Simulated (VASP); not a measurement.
Input of a VASP 6.6.1 run:

File INCAR:

```
SYSTEM = Tc3Sn
PREC = Accurate
ENCUT = 520
EDIFF = 1E-6
ISMEAR = 0
SIGMA = 0.02
LREAL = .FALSE.
LASPH = .TRUE.
NELM = 100
ALGO = Normal
ISIF = 2
LWAVE = .FALSE.
LCHARG = .TRUE.
GGA = PE
LELF = .TRUE.
LVHAR = .TRUE.
```

Contents of KPOINTS:

```
regular mesh
0
G
  10 10 3
  0 0 0
```

Contents of POSCAR:

```
Tc3Sn
1.0
    2.9415865702      0.0000000000      0.0000000000
   -1.4707932851      2.5474886972      0.0000000000
    0.0000000000      0.0000000000      8.6334470000
Sn Tc
1 3
Direct
    0.0000000000      0.0000000000      0.0000000000
    0.3333333333      0.6666666667      0.7382180000
    0.3333333333      0.6666666667      0.2617820000
    0.0000000000      0.0000000000      0.5000000000
```

Potentials or basis: VASP PAW PBE potentials, release 54 (Sn_d, Tc_pv).

The run is started by

```bash
$ cat potpaw_PBE.54/Sn_d/POTCAR potpaw_PBE.54/Tc_pv/POTCAR > POTCAR
$ mpirun -np 1 vasp_std > vasp.out
```

Question: Predict the largest force.

Answer: 0.090 eV/Å.

Question: Estimate the pressure.

Answer: -2.2 GPa.

Question: Estimate the band gap on the k mesh.

Answer: None (metal or under the smearing width).

Forces on the atoms (eV/Å):
```
Sn   0.000  0.000  0.000
Tc   0.000  0.000 -0.090
Tc   0.000  0.000  0.090
Tc   0.000  0.000  0.000
```
